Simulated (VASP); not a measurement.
Input of a VASP 6.6.1 run:

The input INCAR:

```
SYSTEM = Cu
PREC     = Accurate       ! precision mode
ENCUT    = 600            ! plane-wave cutoff, eV
EDIFF    = 1E-7           ! SCF threshold, eV
ISMEAR   = 1              ! smearing method
SIGMA    = 0.1            ! smearing width, eV
LREAL    = .FALSE.        ! projectors in reciprocal space
LASPH    = .TRUE.         ! aspherical terms in the spheres
NELM     = 80             ! most SCF steps
ALGO     = Normal         ! electronic algorithm
ISIF     = 3              ! what is computed and relaxed
LWAVE    = .FALSE.        ! write WAVECAR
LCHARG   = .FALSE.        ! write CHGCAR
GGA      = PE             ! functional
IBRION   = 2              ! ionic algorithm
NSW      = 90             ! ionic steps
EDIFFG   = -0.005         ! ionic threshold
KPAR     = 2
```

The input KPOINTS:

```
Automatic mesh
0
G
  18 18 18
  0 0 0
```

The input POSCAR:

```
Cu                                      
1.0
    0.0000000000      1.8178591641      1.8178591641
    1.8178591641     -0.0000000000      1.8178591641
    1.8178591641      1.8178591641      0.0000000000
  Cu            
     1
Direct
     0.0000000000000000    0.0000000000000000    0.0000000000000000
```

Potentials or basis: VASP PAW PBE potentials, release 64 (Cu).

Launch:

```bash
$ cat potpaw_PBE.64/Cu/POTCAR > POTCAR
$ mpirun -np 2 vasp_std > vasp.out
```

**Question.** What does it give for the band gap on the k mesh?

**Answer.** None (metal or under the smearing width).

Final structure:
```
Cu
1.0
     0.00000    1.81786    1.81786
     1.81786    0.00000    1.81786
     1.81786    1.81786    0.00000
Cu
1
Direct
  0.00000 0.00000 0.00000
```

Caveat: the relaxation stopped at its first step, so nothing moved.
